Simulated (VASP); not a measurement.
```
PbO2
1.0
    5.00877     0.00000     0.00000
    0.00000     5.00877     0.00000
    0.00000     0.00000     3.41150
Pb O
2 4
Direct
  0.00000   0.00000   0.00000
  0.50000   0.50000   0.50000
  0.30773   0.30773   0.00000
  0.80773   0.19227   0.50000
  0.19227   0.80773   0.50000
  0.69227   0.69227   0.00000
```

Computed with AM05 GGA, VASP's PBE PAW potentials (set 64) (plane waves; VASP). Numerical set-up: 520 eV cut-off, 5×5×7 Γ-centred mesh, tetrahedra with Blöchl corrections, potentials Pb_d O.

The cores are frozen, which limits the accuracy of field gradients.

**Question.** Give the principal components of the electric field gradient (V/Å²) and the asymmetry η at each nucleus.

**Answer.** 
| atom | Vxx | Vyy | Vzz | η |
|---|---|---|---|---|
| Pb1 | 121.1 | 3.4 | -124.5 | 0.95 |
| Pb2 | 121.1 | 3.4 | -124.5 | 0.95 |
| O3 | 76.7 | 54.3 | -131.0 | 0.17 |
| O4 | 76.7 | 54.3 | -131.0 | 0.17 |
| O5 | 76.7 | 54.3 | -131.0 | 0.17 |
| O6 | 76.7 | 54.3 | -131.0 | 0.17 |

The compound is PbO2 in the rutile structure. It was relaxed first.
